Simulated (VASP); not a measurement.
Input:

```
TiTe2
1.0
    3.69273     0.00000     0.00000
   -1.84636     3.19800     0.00000
    0.00000     0.00000     6.36324
Ti Te
1 2
Direct
  0.00000   0.00000   0.00000
  0.66667   0.33333   0.27207
  0.33333   0.66667   0.72793
```

These are PBE GGA with D3 dispersion (Becke-Johnson damping), VASP's PBE PAW potentials (set 64) (plane waves; VASP) values and carry that method's errors. Run with 400 eV cut-off, Gaussian smearing of 0.050 eV, potentials Ti_sv Te.

**Question.** Give the energies of bands 7 to 15 at the high-symmetry points, in eV from the Fermi level.

**Answer.** 
| band | Γ | M | K | A | L | H |
|---|---|---|---|---|---|---|
| 7 | -5.67 | -5.30 | -4.55 | -3.33 | -5.33 | -4.39 |
| 8 | -1.63 | -3.96 | -3.97 | -3.07 | -4.98 | -4.39 |
| 9 | -1.63 | -2.98 | -3.97 | -1.53 | -2.62 | -3.82 |
| 10 | 0.21 | -2.56 | -2.51 | -1.53 | -2.13 | -3.63 |
| 11 | 0.42 | -1.75 | -2.50 | 0.41 | -0.94 | -1.79 |
| 12 | 0.42 | -1.21 | -2.50 | 0.41 | -0.47 | -1.79 |
| 13 | 0.73 | -0.07 | 1.10 | 0.83 | -0.43 | 0.96 |
| 14 | 1.27 | 1.26 | 1.54 | 0.83 | 1.26 | 0.96 |
| 15 | 1.27 | 1.62 | 1.54 | 1.08 | 1.61 | 1.11 |

It has no gap at this level: it comes out as a metal or semimetal.

The structure comes from a measured TiTe2 entry (P-3m1) of the Crystallography Open Database, whose conditions weren't checked. It was relaxed first, which changed the volume by -6 %.
